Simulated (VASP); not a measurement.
Computed with PBE GGA with D3 dispersion (Becke-Johnson damping), VASP's PBE PAW potentials (set 64) (plane waves; VASP 6.6.1).

VASP input:

**KPOINTS**
```
Automatic mesh
0
Gamma
11 11 11
0 0 0
```

### INCAR
```
# general
SYSTEM=C
PREC  =Accurate
ENCUT =520   # plane-wave cut-off (eV)
LREAL =.FALSE.
LASPH =.TRUE.   # aspherical one-centre terms

# electronic loop
EDIFF =1E-6
NELM  =100   # most electronic steps
ALGO  =Normal   # blocked Davidson

# smearing
ISMEAR=0
SIGMA =0.05   # width (eV)

# functional
GGA   =PE   # PBE
IVDW  =12

# ions
IBRION=2   # conjugate gradients
NSW   =60
ISIF  =3
EDIFFG=-0.01   # ionic stop

# output
LWAVE =.FALSE.
LCHARG=.FALSE.
```

POSCAR:
```
C
1
    0.0000000000     1.7835000000     1.7835000000
    1.7835000000     0.0000000000     1.7835000000
    1.7835000000     1.7835000000     0.0000000000
C
2
Direct
  0.0000000000   0.0000000000   0.0000000000
  0.2500000000   0.2500000000   0.2500000000
```

POTCAR, in this order: C (PBE.64 set). Program: vasp_std.

### Question
Predict the energy per atom (σ→0), dispersion energy, volume per atom.

### Answer

energy per atom (σ→0): -9.284 eV/atom
dispersion energy: -0.385 eV
volume per atom: 5.63 Å³/atom

**OSZICAR**
```
...
DAV:   4    -0.181789245971E+02    0.66910E-06   -0.11707E-06   880   0.148E-02
   2 F= -.18567394E+02 E0= -.18567394E+02  d E =0.392250E-03
       N       E                     dE             d eps       ncg     rms          rms(c)
DAV:   1    -0.181836886899E+02   -0.47634E-02   -0.22245E-02  1056   0.155E+00    0.134E-01
DAV:   2    -0.181834545945E+02    0.23410E-03   -0.18698E-04   976   0.134E-01    0.699E-02
DAV:   3    -0.181833573044E+02    0.97290E-04   -0.19059E-04   976   0.110E-01    0.113E-02
DAV:   4    -0.181833568051E+02    0.49933E-06   -0.35700E-07   832   0.822E-03
   3 F= -.18568532E+02 E0= -.18568532E+02  d E =-.745877E-03
```

The compound is C in the diamond structure. This run relaxes it. Symmetry was kept, so distortions that lower it aren't found.
